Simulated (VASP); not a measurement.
Crystal: Al.

```
Al
1.0
     0.00000    2.02481    2.02481
     2.02481    0.00000    2.02481
     2.02481    2.02481    0.00000
Al
1
Direct
  0.00000 0.00000 0.00000
```

* Program: VASP 6.6.1
* Task: relaxation of cell and atoms
* Functional: r2SCAN
* Potentials or basis: VASP PAW PBE potentials, release 64 (Al)
* Cutoff: 600 eV
* k mesh: 16 × 16 × 16
* Occupations: methfessel-paxton, width 0.1 eV
* Spin: no spin polarisation

At the start: pressure -3.8 GPa; volume 16.60 Å³/atom.

Question: Where does the relaxation end?

Answer: Over 3 steps the energy falls by 9.1 meV/atom and the volume is 15.86 Å³/atom (-4.5 %); space group Fm-3m (No. 225, to 0.05 Å).

The path:
| step | energy change (eV) | largest force (eV/Å) | pressure (GPa) | volume (Å³) |
| --- | --- | --- | --- | --- |
| 1 | 0.0000 | 0.0000 | -3.77 | 16.60 |
| 2 | -0.0085 | 0.0000 | 1.13 | 15.68 |
| 3 | -0.0091 | 0.0000 | 0.03 | 15.86 |

Final structure:
```
CELL_PARAMETERS angstrom
0.00000 1.99431 1.99431
1.99431 0.00000 1.99431
1.99431 1.99431 0.00000
ATOMIC_POSITIONS crystal
Al 0.00000 0.00000 0.00000
```

Caveat: the PAW data sets were made with another functional, which shifts forces and pressure a little.
